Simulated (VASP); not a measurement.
Calculation: RPBE GGA, VASP's PBE PAW potentials (set 64) (plane waves; VASP 6.6.1).

VASP input:

KPOINTS:
```
k-points along high-symmetry lines
15
Line-mode
Reciprocal
  0.000000   0.000000   0.000000 ! GAMMA
  0.500000   0.000000   0.500000 ! X

  0.500000   0.000000   0.500000 ! X
  0.625000   0.250000   0.625000 ! U

  0.375000   0.375000   0.750000 ! K
  0.000000   0.000000   0.000000 ! GAMMA

  0.000000   0.000000   0.000000 ! GAMMA
  0.500000   0.500000   0.500000 ! L

  0.500000   0.500000   0.500000 ! L
  0.500000   0.250000   0.750000 ! W

  0.500000   0.250000   0.750000 ! W
  0.500000   0.000000   0.500000 ! X
```

POSCAR:
```
Rh
2.725250
  0.0000000000   0.7071066724   0.7071066724
  0.7071066724   0.0000000000   0.7071066724
  0.7071066724   0.7071066724   0.0000000000
Rh
1
Cartesian
  0.0000000000   0.0000000000   0.0000000000
```

### INCAR
```
! general
SYSTEM  = Rh
PREC    = Accurate
ENCUT   = 520
LREAL   = F
LASPH   = T
ICHARG  = 11

! electronic loop
EDIFF   = 1E-7
NELM    = 100
ALGO    = Normal
LMAXMIX = 4

! smearing
ISMEAR  = 0
SIGMA   = 0.05

! functional
GGA     = RP

! output
LWAVE   = F
LCHARG  = F
LORBIT  = 11
```

POTCAR, in this order: Rh_pv (PBE.64 set). Program: vasp_std. Read from the step before: CHGCAR.

The run wrote:

### OUTCAR
```
 ion  position               nearest neighbor table
   1  0.000  0.000  0.000-
  LATTYP: Found a face centered cubic cell.
 ALAT       =     3.8540849180
 Subroutine PRICEL returns:
 Original cell was already a primitive cell.
 Subroutine GETGRP returns: Found 48 space group operations
The static configuration has the point symmetry O_h .
The dynamic configuration has the point symmetry O_h .
 Subroutine INISYM returns: Found 48 space group operations
   k-points           NKPTS =     90   k-points in BZ     NKDIM =     90   number of bands    NBANDS=     11
   number of dos      NEDOS =    301   number of ions     NIONS =      1
   total plane-waves  NPLWV =   8000
   dimension x,y,z NGX =    20 NGY =   20 NGZ =   20
   dimension x,y,z NGXF=    40 NGYF=   40 NGZF=   40
   ions per type =               1
   PREC   = accura    normal or accurate (medium, high low for compatibility)
   ISTART =      0    job   : 0-new  1-cont  2-samecut
   ICHARG =     11    charge: 1-file 2-atom 10-const
   ISPIN  =      1    spin polarized calculation?
   LNONCOLLINEAR =      F non collinear calculations
   LSORBIT =      F    spin-orbit coupling
   INIWAV =      1    electr: 0-lowe 1-rand  2-diag
   ENCUT  =  520.0 eV  38.22 Ry    6.18 a.u.   5.07  5.07  5.07*2*pi/ulx,y,z
   NELM   =    100;   NELMIN=  2; NELMDL= -5     # of ELM steps
...
```

OSZICAR:
```
       N       E                     dE             d eps       ncg     rms          rms(c)
DAV:   1     0.117061022817E+03    0.11706E+03   -0.94818E+03  1980   0.145E+03
DAV:   2    -0.531811206532E+01   -0.12238E+03   -0.11739E+03  2034   0.387E+02
DAV:   3    -0.675592356575E+01   -0.14378E+01   -0.14321E+01  2301   0.477E+01
DAV:   4    -0.676467787004E+01   -0.87543E-02   -0.87519E-02  2197   0.385E+00
DAV:   5    -0.676483704041E+01   -0.15917E-03   -0.15917E-03  2318   0.459E-01
DAV:   6    -0.676484124187E+01   -0.42015E-05   -0.42007E-05  2376   0.667E-02
DAV:   7    -0.676484136652E+01   -0.12466E-06   -0.12600E-06  2096   0.949E-03
DAV:   8    -0.676484137124E+01   -0.47135E-08   -0.44726E-08  1546   0.163E-03
   1 F= -.67648414E+01 E0= -.67628491E+01  d E =-.398446E-02
```

OUTCAR:
```
 val. band max:       11.5787407257   @ k =   0.3929   0.0000   0.3929

 cond. band min:      11.6009204112   @ k =   0.5000   0.3571   0.6429



 k-point     1 :       0.0000    0.0000    0.0000
  band No.  band energies     occupation
      1     -35.0572      2.00000
      2     -35.0572      2.00000
      3     -35.0572      2.00000
      4       3.6402      2.00000
      5       8.3763      2.00000
      6       8.3763      2.00000
      7       8.3763      2.00000
      8      10.3224      2.00000
      9      10.3224      2.00000
     10      27.2907      0.00000
     11      31.9724      0.00000

 k-point     2 :       0.0357    0.0000    0.0357
  band No.  band energies     occupation
      1     -35.0652      2.00000
      2     -35.0602      2.00000
      3     -35.0602      2.00000
      4       3.7067      2.00000
      5       8.3333      2.00000
      6       8.4094      2.00000
      7       8.4094      2.00000
      8      10.2769      2.00000
      9      10.3385      2.00000
     10      27.3845      0.00000
     11      31.9724      0.00000

 k-point     3 :       0.0714    0.0000    0.0714
  band No.  band energies     occupation
      1     -35.0887      2.00000
      2     -35.0689      2.00000
      3     -35.0689      2.00000
      4       3.9030      2.00000
      5       8.2081      2.00000
      6       8.5081      2.00000
      7       8.5081      2.00000
      8      10.1459      2.00000
      9      10.3864      2.00000
     10      27.6592      0.00000
     11      31.7292      0.00000

 k-point     4 :       0.1071    0.0000    0.1071
  band No.  band energies     occupation
      1     -35.1264      2.00000
      2     -35.0830      2.00000
      3     -35.0830      2.00000
      4       4.2192      2.00000
      5       8.0126      2.00000
      6       8.6711      2.00000
      7       8.6711      2.00000
      8       9.9461      2.00000
      9      10.4643      2.00000
     10      28.0966      0.00000
...
```

The density is held fixed in this step, so its total energy and stress have no physical meaning.

The compound is Rh in the fcc structure. It was relaxed first.
